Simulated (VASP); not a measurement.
Data:

```yaml
crystal:
  lattice:
    - [3.64990, 0.00000, 0.00000]
    - [0.00000, 3.64990, 0.00000]
    - [0.00000, 0.00000, 10.94569]
  atoms:
    - { symbol: Zn, position: [0.00000, 0.00000, 0.00000] }
    - { symbol: Zn, position: [0.50000, 0.50000, 0.50000] }
    - { symbol: Cl, position: [0.50000, 0.00000, 0.12345] }
    - { symbol: Cl, position: [0.50000, 0.00000, 0.62345] }
    - { symbol: Cl, position: [0.00000, 0.50000, 0.37655] }
    - { symbol: Cl, position: [0.00000, 0.50000, 0.87655] }
```

The numbers are results of PBEsol GGA, VASP's PBE PAW potentials (set 64) (plane waves; VASP), not measurements. Settings: 400 eV cut-off, Gaussian smearing of 0.050 eV, potentials Zn Cl.

Without a dispersion term in the relaxation, distances and binding between the weakly bound layers, chains or molecules are unreliable, and so is what depends on them.

Q: Give the energies of bands 17 to 30 at the high-symmetry points, in eV from the valence-band maximum.

A: 
```
band      Γ      X      M      Z      R      A
----  -----  -----  -----  -----  -----  -----
17    -1.48  -2.66  -2.52  -1.41  -2.74  -2.52
18    -1.48  -2.66  -2.52  -1.41  -2.74  -2.52
19    -1.29  -1.37  -1.76  -1.37  -1.08  -1.69
20    -1.29  -1.37  -1.76  -1.37  -1.08  -1.69
21    -1.11  -0.89  -1.61  -0.63  -0.89  -1.69
22    -0.26  -0.89  -1.61  -0.63  -0.89  -1.69
23    -0.26  -0.65  -1.56  -0.17  -0.88  -1.52
24    -0.17  -0.65  -1.56  -0.17  -0.88  -1.52
25     0.00  -0.17  -1.18  -0.07  -0.17  -1.22
26     0.00  -0.17  -1.18  -0.07  -0.17  -1.22
27     3.80   5.27   6.17   4.40   5.33   6.30
28     5.03   5.27   6.17   4.40   5.33   6.30
29     5.72   8.06   6.26   5.91   7.86   6.67
30     6.08   8.06   6.26   5.91   7.86   6.67
```

The gap is direct, 3.80 eV, from the valence maximum at Γ to the conduction minimum at Γ.

The structure comes from a computed database's ZnCl2 entry (P4_2/nmc); how it stands against other phases isn't given here. It was relaxed first.
